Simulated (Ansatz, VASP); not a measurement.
# Cross-check of Te3Pb16Se13 (PbSe0.8Te0.2, rock salt) between VASP and Ansatz, part 2 of 2

Aim: how closely do two programs agree when they are given the same cell, functional and k mesh? The cell is invented: As first built, before any earlier steps moved the atoms (in the runner's words): 1x2x2 conventional cells of the PbSe type (32 atoms: 13 Se, 3 Te, 16 Pb); Se/Te share their sites, the best of 600 random draws by like-pair counts in two shells; start lattice by linear mixing of the end members' cells; atoms moved at random by 0.02 A. It may not be a known or stable phase. The structure shown is the start of the Ansatz relaxation below; VASP solves that cell, so the two are compared at the walk's first step.

VASP 6.6.1 and Ansatz 0.2.0.

So far: The structure; Ansatz: relaxation, PBE.

### Step 3. VASP: single point, PBE, start cell

Level of this step: PBE; plane waves and PAW (Se, Te, Pb_d); invented cell (VASP).

The same cell, functional, mesh and smearing now go to VASP, with its own data sets.

Lines of VASP's logs that name or quote its potential files are left out, and so is its time.

File INCAR:

```
SYSTEM = Te3Pb16Se13
PREC = Accurate
ENCUT = 400
EDIFF = 1E-06
NELM = 120
ISMEAR = 1
SIGMA = 0.15
LREAL = Auto
ALGO = Normal
GGA = PE
NBANDS = 188
LORBIT = 11
LWAVE = .FALSE.
LCHARG = .FALSE.
ISIF = 2
LASPH = .TRUE.
GGA_COMPAT = .FALSE.
EFERMI = MIDGAP
KPAR = 2
```

File POSCAR:

```
Te3Pb16Se13
1.0
    6.2966500000      0.0000800000      0.0000400000
    0.0001600000     12.5655900000      0.0020900000
    0.0000700000      0.0020900000     12.5640400000
Se Te Pb
13 3 16
Direct
    0.5001770835      0.9995200124      0.0006280620
    0.5001298834      0.2482365673      0.2493116211
    0.0003847348      0.9996488031      0.2502229154
    0.0003271667      0.2493873080      0.0006270887
    0.5004097609      0.9992778006      0.4999181388
    0.0003156562      0.9993109340      0.7504760752
    0.0001945969      0.2481105283      0.4999093796
    0.5001945370      0.5004834832      0.9998721734
    0.5003076721      0.7512769164      0.2498885565
    0.0003461959      0.7506770037      0.0002492089
    0.5003338740      0.7508991166      0.7509774410
    0.0002965349      0.5012680566      0.7517209702
    0.0000865084      0.7513019799      0.5011230285
    0.5003466066      0.2502861121      0.7499066294
    0.0003180215      0.4997835799      0.2509189273
    0.5002477541      0.4998105696      0.5001365314
    0.0005606273      0.0001203875      0.9986676042
    0.0004992528      0.2428120418      0.2504284054
    0.5003807963      0.9990808457      0.2486534511
    0.5001643053      0.2495581284      0.0071122359
    0.0004454569      0.9999093668      0.5018298391
    0.0003506199      0.2487534140      0.7495503112
    0.5004230052      0.9932434947      0.7509291680
    0.5003337919      0.2425220077      0.4917982684
    0.0004050698      0.4990790702      0.9937772332
    0.0006608826      0.7567710987      0.2510035245
    0.5003935071      0.5016122138      0.2423688252
    0.5004374876      0.7511272122      0.0016165283
    0.0002834106      0.4988413298      0.5092595543
    0.0005760847      0.7505522797      0.7501115344
    0.5003558550      0.5080761935      0.7573374573
    0.5011464925      0.7565198323      0.4985019809
```

File KPOINTS:

```
Automatic mesh
0
Gamma
3 1 1
0 0 0
```

PAW data sets: Se, Te and Pb_d (PBE family, release 64).

Launch:

```bash
mpirun -np 4 vasp_std
```

Numbers of over 12 decimals in the logs are rounded to 6 here.

What it wrote:

```text
[banner, memory and clock lines left out]
running    4 mpi-ranks, on    1 nodes
[...]
LDA part: xc-table for (Slater+PW92), standard interpolation
 POSCAR, INCAR and KPOINTS ok, starting setup
[...]
entering main loop
       N       E                     dE             d eps       ncg     rms          rms(c)
DAV:   1     0.350308800458E+04    0.35031E+04   -0.12121E+05   752   0.146E+03
DAV:   2     0.419444843158E+03   -0.30836E+04   -0.29972E+04   768   0.435E+02
DAV:   3    -0.856934108797E+02   -0.50514E+03   -0.48049E+03   948   0.209E+02
DAV:   4    -0.127239452828E+03   -0.41546E+02   -0.40743E+02   936   0.597E+01
[...]
DAV:  13    -0.123140005102E+03   -0.12519E-04   -0.17305E-04   912   0.364E-02    0.319E-02
DAV:  14    -0.123140007089E+03   -0.19869E-05   -0.47930E-05   944   0.180E-02    0.988E-03
DAV:  15    -0.123140006761E+03    0.32755E-06   -0.30110E-06   608   0.545E-03
   1 F= -.12314001E+03 E0= -.12314936E+03  d E =0.280582E-01
```

Parts of OUTCAR (step 3):

```text
  Total      -20.3675631     22.8873053     22.9553351      0.0058622      0.0094489     -0.0118483
  in kB      -32.8267522     36.8878641     36.9975088      0.0094482      0.0152289     -0.0190962
  external PRESSURE =      13.6862069 kB  Pullay stress =       0.0000000 kB

 POSITION                                       TOTAL-FORCE (eV/Angst)
 -----------------------------------------------------------------------------------
      3.14960     12.55960      0.01000         0.000137     -0.001337     -0.008990
      3.14920      3.11980      3.13290         0.001113     -0.050363      0.022005
      0.00260     12.56170      3.14590         0.003293     -0.020322     -0.002149
      0.00210      3.13370      0.00840         0.002319     -0.005230      0.074358
      3.15110     12.55760      6.28310         0.002344     -0.003796      0.042299
      0.00220     12.55850      9.43110         0.000724     -0.051301      0.023066
      0.00130      3.11870      6.28140         0.000052     -0.043775     -0.077167
      3.14970      6.29100     12.56350         0.000853     -0.012532     -0.056752
      3.15040      9.44080      3.14120         0.001127      0.051196      0.021506
      0.00230      9.43270      0.00470         0.001053      0.013240      0.023997
      3.15060      9.43710      9.43690         0.003068      0.009934     -0.004777
      0.00200      6.30030      9.44570         0.000008      0.074822      0.045407
      0.00070      9.44160      6.29770        -0.004352      0.047319     -0.027941
      3.15060      3.14660      9.42240        -0.003498     -0.003946     -0.008568
[...]
-----------------------------------------------------------------------------------
    total drift:                                0.026280     -0.006850      0.067987

  FREE ENERGIE OF THE ION-ELECTRON SYSTEM (eV)
  ---------------------------------------------------
  free  energy   TOTEN  =      -123.1400067613 eV

  energy  without entropy=     -123.1680649268  energy(sigma->0) =     -123.14935948

[... 3 further parts left out ...]
[key lines of the parts left out:]
E-fermi :   5.2711
```

Methfessel-Paxton smearing is not meant for a cell with a gap.

### Step 4. Side by side

Known differences besides the potentials themselves: the data sets hold 480 valence electrons in Ansatz (on its default PAW (the set named soft_2) files) and 320 in VASP; the cutoff is 420 eV in Ansatz and 400 eV in VASP (PREC = Accurate, projectors in real space). Total energies have different zeros and are not compared.

Forces on 10 of the 32 atoms, those with the largest forces and the largest differences (eV/Å; atoms numbered as in POSCAR):

| atom | Ansatz x, y, z | VASP x, y, z |
| --- | --- | --- |
| Se4 | 0.001, 0.009, 0.067 | 0.002, -0.005, 0.074 |
| Se7 | -0.001, -0.029, -0.076 | 0.000, -0.044, -0.077 |
| Se8 | -0.001, -0.031, -0.049 | 0.001, -0.013, -0.057 |
| Se9 | -0.001, 0.031, 0.026 | 0.001, 0.051, 0.022 |
| Se11 | -0.001, -0.004, -0.016 | 0.003, 0.010, -0.005 |
| Se12 | 0.000, 0.070, 0.043 | 0.000, 0.075, 0.045 |
| Te15 | 0.001, 0.022, -0.073 | -0.001, 0.020, -0.065 |
| Te16 | -0.001, -0.021, 0.098 | -0.005, -0.013, 0.091 |
| Pb19 | 0.000, -0.038, -0.052 | 0.000, -0.035, -0.052 |
| Pb32 | 0.002, -0.018, -0.057 | 0.001, -0.026, -0.060 |

The forces differ by 6.6 meV/Å r.m.s., which is 22.8 % of the r.m.s. force of 0.029 eV/Å (both taken over all components).

### Step 5. Summary of results

- r.m.s. force difference (single point, PBE, start cell): 6.6 meV/Å

What this shows: The r.m.s. force difference is 6.6 meV/Å (single point, PBE, start cell), within the 12 meV/Å picked in this series as the mark of a large difference. The data sets hold unlike numbers of valence electrons (480 in Ansatz and 320 in VASP), so part of the differences comes from the potentials. Such differences can come from data sets, numerical settings and the points named under the comparisons, not from the functional's error against experiment.

[Lines on the potential files, build, host, timing and source positions are cut from VASP's logs without a mark.]

[Logs are printed without paths, hosts, clocks, repeated set-up lines and the standing remarks that a program may print on its own settings, such as how far it seeks lower states.]

[Hosts, paths, dates, database ids (printed as entryN), source tags and the programs' standing remarks are cut or masked in the printed files.]
